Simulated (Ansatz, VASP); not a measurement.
# H2CClF: VASP beside Ansatz, part 2 of 2

Aim: how closely do two programs agree when they are given the same cell, functional and k mesh? The cell is taken from a series of runs on this material, whose earlier steps may have relaxed, scaled, displaced or heated it; both programs get it as it stands.

VASP 6.6.1 and Ansatz 0.2.0.

So far: The structure; VASP: G0W0 gap, PBE.

**3. Ansatz: G0W0 gap, PBE**

Level of this step: Ansatz beside VASP: Kohn-Sham DFT, plane waves, PBE (Ansatz).

Ansatz runs on its PAW soft_1 files.

The same cell, functional and mesh now go to Ansatz, which takes its cutoff from its data sets.

input.yaml

```yaml
crystal:
  lattice:
    - [5.0206, 0.0, 0.0]
    - [0.0, 4.1477, 0.0]
    - [-2.1143188253, 0.0, 6.4288463713]
  atoms:
    - { symbol: H, position: [0.2844599812, 0.3914798997, 0.1554950368] }
    - { symbol: H, position: [0.7155400188, 0.8914798997, 0.8445049632] }
    - { symbol: H, position: [0.5703338241, 0.1082810285, 0.2707739686] }
    - { symbol: H, position: [0.4296661759, 0.6082810285, 0.7292260314] }
    - { symbol: C, position: [0.3455803542, 0.1409108762, 0.1943099806] }
    - { symbol: C, position: [0.6544196458, 0.6409108762, 0.8056900194] }
    - { symbol: Cl, position: [0.1664256036, 0.0017027134, 0.3683328175] }
    - { symbol: Cl, position: [0.8335743964, 0.5017027134, 0.6316671825] }
    - { symbol: F, position: [0.2641107679, 0.9581254822, 0.0147867764] }
    - { symbol: F, position: [0.7358892321, 0.4581254822, 0.9852132236] }
kpoints:
  mp_grid: { grid: [4, 4, 2] }
hamiltonian:
  xc: pbe
  pseudopotentials: { kind: paw, azcp: { folder: soft_1 } }
scf:
  occupations: { method: fixed }
gw:
  n_empty_bands: 503
  ecut_chi: 140
  qp_bands: [v3, c3]
  qp_kpoints: band_edges
  screening: { model: contour_deformation }
```

Command:

```sh
$ ansatz run input.yaml --threads 2 --pin off --max-ram 92160MiB --backend cuda --events-out ev --progress --plain --runs-dir out --devices 1 --max-vram 13GiB
```

Numbers of over 12 decimals in the logs are rounded to 6 here.

Log:

```text
GPUs: using 1 of 1 available (devices: 1).
Engine: ansatz 0.2.0, x86_64-unknown-linux-gnu
Pseudopotentials: kind: paw
Pseudopotential: H, paw, valence charge 1, recommended cutoff 420 eV (normal), soft_1/H.paw.azcp
Pseudopotential: C, paw, valence charge 4, recommended cutoff 420 eV (normal), soft_1/C.paw.azcp
Pseudopotential: Cl, paw, valence charge 7, recommended cutoff 420 eV (normal), soft_1/Cl.paw.azcp
Pseudopotential: F, paw, valence charge 7, recommended cutoff 420 eV (normal), soft_1/F.paw.azcp
Functional definition: PBE
  parameter kappa = 0.804
  parameter beta = 0.066725
  exchange = pbe_x(kappa = kappa, mu = beta*pi^2/3)
  correlation = pbe_c(beta = beta)
device memory: the entry about to start is reckoned to put 1.1 GiB on a device that reports 57.0 GiB free (of which the cap on the GPU budget leaves the run 13.0 GiB)
GPU FFT provider: cuFFT
GPU libraries: cuBLAS 13.8.2, cuFFT 12.4.0, cuSOLVER 12.3.4
Crystal: 10 atoms, lattice volume = 133.874 Å³
Basis set: ecut = 420 eV, 2603 PW (Γ)
Bands: 30, of which v1, the nominal top of the filled ones, is band 20 counted from 1 (19 counted from 0)
Symmetry: 2 space group operations
Space group: P21 (ITA 4), of the structure as read, at distance tolerance 5.1e-5 Å
k-points: 18 of 32 (time reversal used)
Non-local potential: H, projectors of the file, l = 0: 2, l = 1: 1
Non-local potential: C, projectors of the file, l = 0: 2, l = 1: 2, l = 2: 1
Non-local potential: Cl, projectors of the file, l = 0: 2, l = 1: 2, l = 2: 1
Non-local potential: F, projectors of the file, l = 0: 2, l = 1: 2, l = 2: 1
PAW form: soft (Blöchl's): semilocal exchange-correlation on the pseudo side does not see the compensation charge
PAW one-centre angular grid: H, 110 points (default); XC on 64 Gauss nodes
PAW one-centre angular grid: C, 110 points (default); XC on 64 Gauss nodes
PAW one-centre angular grid: Cl, 110 points (default); XC on 64 Gauss nodes
PAW one-centre angular grid: F, 110 points (default); XC on 64 Gauss nodes
Initial density: superposition of atomic densities (chi_scale 0.1, normalization cell, long waves kept (reshape's long-wave potential 0.59 eV rms))
Initial wavefunctions: pseudopotential atomic-orbital guess
GPU buffer pool allocated for 51840 grid points (all kernels)
GPU transforms: local potential and band sums: pruned to the plane-wave sphere, on 36×27×45
Functional: x = pbe(κ = 0.804, μ = 0.219515), c = pbe(β = 0.066725)
SCF iter   1: F=—  HF=-4347.528577 eV  |F-HF|=—  |Δ(HF+E_count)|=         —  Δρ=1.23e-1  dr2=1.88e1  ethr=3.10e-3  ⟨swp⟩=5.0  Hψ=2307  notcnv=0  defer=143
preconditioner: auto → Resta (q_TF=auto, 2.231 Å⁻¹)  ε∞=3.0  [insulator: Δε(μ)=4.344 eV  Ē_g=13.535 eV  n_scr=26 (ndim 8)  ℏωp=19.3 eV  f_vac=0.036  ε∞_Penn≈3.0]
SCF iter   2: F=—  HF=-4342.668746 eV  |F-HF|=—  |Δ(HF+E_count)|=    4.86e0  Δρ=6.18e-2  dr2=2.82e0  ethr=3.10e-3  ⟨swp⟩=3.0  Hψ=1225  notcnv=0  defer=143
SCF iter   3: F=—  HF=-4341.829877 eV  |F-HF|=—  |Δ(HF+E_count)|=   8.39e-1  Δρ=2.24e-2  dr2=6.16e-1  ethr=3.10e-3  ⟨swp⟩=2.0  Hψ=1115  notcnv=0  defer=112
SCF iter   4: F=—  HF=-4341.612090 eV  |F-HF|=—  |Δ(HF+E_count)|=   2.18e-1  Δρ=3.80e-3  dr2=1.82e-2  ethr=1.54e-3  ⟨swp⟩=2.7  Hψ=978  notcnv=0  defer=144
SCF iter   5: F=—  HF=-4341.616385 eV  |F-HF|=—  |Δ(HF+E_count)|=   4.29e-3  Δρ=1.43e-3  dr2=2.59e-3  ethr=4.54e-5  ⟨swp⟩=2.7  Hψ=828  notcnv=0  defer=144
SCF iter   6: F=—  HF=-4341.617823 eV  |F-HF|=—  |Δ(HF+E_count)|=   1.44e-3  Δρ=3.48e-4  dr2=1.68e-4  ethr=6.48e-6  ⟨swp⟩=2.7  Hψ=833  notcnv=0  defer=144
SCF iter   7: F=—  HF=-4341.617881 eV  |F-HF|=—  |Δ(HF+E_count)|=   5.87e-5  Δρ=7.76e-5  dr2=7.44e-6  ethr=4.19e-7  ⟨swp⟩=2.8  Hψ=863  notcnv=0  defer=144
SCF iter   8: F=—  HF=-4341.617894 eV  |F-HF|=—  |Δ(HF+E_count)|=   1.28e-5  Δρ=1.43e-5  dr2=3.27e-7  ethr=1.86e-8  ⟨swp⟩=2.0  Hψ=801  notcnv=0  defer=110
SCF iter   9: F=-4341.617895 eV  HF=-4341.617895 eV  |F-HF|=2.25e-8  |Δ(HF+E_count)|=   5.81e-7  Δρ=2.83e-6  dr2=1.26e-8  ethr=2.50e-10  ⟨swp⟩=12.3  Hψ=2918  notcnv=0
SCF 1 converged in 9 iterations: F = -4341.617895 eV  dr2 = 1.26e-8
  greatest PAW one-centre occupation: 0.931 electrons in one spin orbital (limit 2), on the F atom at site 9 (counted from 0), in its partial waves of l = 0
device memory: the entry about to start is reckoned to put 1.2 GiB (of the 1.3 GiB reckoned in all, the device holds 0.1 GiB already) on a device that reports 54.9 GiB free (of which the cap on the GPU budget leaves the run 12.9 GiB)
NSCF: frozen V_eff on 18 k-points, pencils in batches of 32, up to order 120
the band table was solved once the SCF had ended and its energy, with any forces and stress, was formed, with the checks that follow a solve (2487 applications of the Hamiltonian). They found nothing against the state; the energy, forces and stress were not computed again (output.eigenvalues in the input reference)
[...]
0    20     -0.8981   -21.1837     2.4146   -16.5444  0.8138    -3.1734    -3.1227  root
     0    21      5.7088    -8.7385    -3.8194   -14.4243  0.8351     7.6023     7.5752  root
     0    22      5.9448    -8.8731    -3.9187   -14.6980  0.8319     7.8810     7.8510  root
     0    23      6.4452    -5.9966    -3.4582   -10.7087  0.8590     7.7100     7.6992  root
     1    18     -1.2680   -21.5153     2.5872   -16.6706  0.8124    -3.5797    -3.5254  root
     1    19     -1.2558   -20.8088     2.5105   -16.0144  0.8114    -3.5981    -3.5397  root
     1    20     -0.9316   -21.3232     2.3992   -16.7366  0.8122    -3.1680    -3.1190  root
     1    21      5.7812    -9.3843    -4.0459   -15.4423  0.8284     7.8265     7.7931  root
     1    22      5.8037    -7.9724    -3.6964   -13.3914  0.8416     7.5487     7.5262  root
     1    23      6.6949    -5.7789    -3.3802   -10.3592  0.8607     7.9048     7.8951  root
     2    18     -1.4221   -21.9776     2.7165   -17.0383  0.8090    -3.6988    -3.6449  root
     2    19     -1.2333   -21.1433     2.5747   -16.2929  0.8123    -3.5656    -3.5089  root
     2    20     -0.8783   -21.5611     2.5016   -16.8225  0.8147    -3.1658    -3.1153  root
     2    21      5.6675    -8.6662    -3.7828   -14.2806  0.8364     7.5247     7.4990  root
     2    22      5.9628    -9.1208    -3.9826   -15.0621  0.8298     7.9537     7.9215  root
     2    23      6.7684    -6.7043    -3.6846   -11.8935  0.8515     8.2899     8.2730  root
     3    18     -1.3815   -21.3351     2.5475   -16.5507  0.8110    -3.6726    -3.6184  root
     3    19     -1.1593   -21.3069     2.5863   -16.4413  0.8130    -3.4946    -3.4387  root
     3    20     -0.9552   -21.3922     2.4841   -16.6750  0.8141    -3.2394    -3.1884  root
     3    21      5.7759    -9.2291    -3.9618   -15.1536  0.8303     7.7698     7.7386  root
     3    22      5.8893    -8.2167    -3.7785   -13.7987  0.8381     7.7182     7.6928  root
     3    23      7.0094    -8.2026    -3.9056   -13.9474  0.8412     8.8767     8.8486  root
     4    18     -1.4637   -21.9264     2.7093   -16.9917  0.8089    -3.7434    -3.6891  root
     4    19     -0.9742   -21.8784     2.6328   -16.9888  0.8146    -3.2829    -3.2309  root
[...]
16    22      5.8985    -9.3782    -3.9773   -15.3192  0.8290     7.8941     7.8621  root
    16    23      6.9290    -6.4784    -3.6000   -11.6290  0.8558     8.4972     8.4796  root
    17    18     -1.4184   -22.0758     2.6758   -17.1957  0.8102    -3.6743    -3.6227  root
    17    19     -0.6512   -21.8691     2.5149   -17.1245  0.8166    -2.9289    -2.8809  root
    17    20     -0.6512   -21.8691     2.5149   -17.1245  0.8166    -2.9289    -2.8809  root
    17    21      5.8895    -9.3347    -3.9575   -15.2571  0.8303     7.8862     7.8544  root
    17    22      5.8895    -9.3347    -3.9575   -15.2571  0.8303     7.8862     7.8544  root
    17    23      7.1809    -7.0341    -3.7467   -12.4439  0.8488     8.8657     8.8440  root
```

Reading the cycles: dr2 is the Hartree energy of the density residual (eV), the measure of convergence; HF is the Harris–Foulkes estimate of the energy, which meets the free energy F at convergence.

**4. Comparison**

Known differences besides the potentials themselves: fixed occupations in Ansatz, narrow Gaussian smearing in VASP; the cutoff is 420 eV in Ansatz and 520 eV in VASP; VASP leaves aspherical gradient terms in its spheres out (LASPH is not set), Ansatz keeps them; Ansatz integrates over frequency by contour deformation, VASP on a grid of NOMEGA points. Total energies have different zeros and are not compared.

Both answers:

```
                   quantity  Ansatz   VASP  difference
  G0W0 gap on the mesh (eV)   10.02  10.07       -0.05
Kohn-Sham gap under it (eV)    6.00   5.99       +0.01
```

**5. Results**

| Item | Value |
| --- | --- |
| difference in G0W0 gap on the mesh (G0W0 gap, PBE) | -0.051 eV |

What this shows: The difference in G0W0 gap on the mesh is -0.051 eV (G0W0 gap, PBE). Such differences can come from data sets, numerical settings and the points named under the comparisons, not from the functional's error against experiment.

[Lines on the potential files, build, host, timing and source positions are cut from VASP's logs without a mark.]

[Logs are printed without paths, hosts, clocks, repeated set-up lines and the standing remarks that a program may print on its own settings, such as how far it seeks lower states.]

[Hosts, paths, dates, database ids (printed as entryN), source tags and the programs' standing remarks are cut or masked in the printed files.]
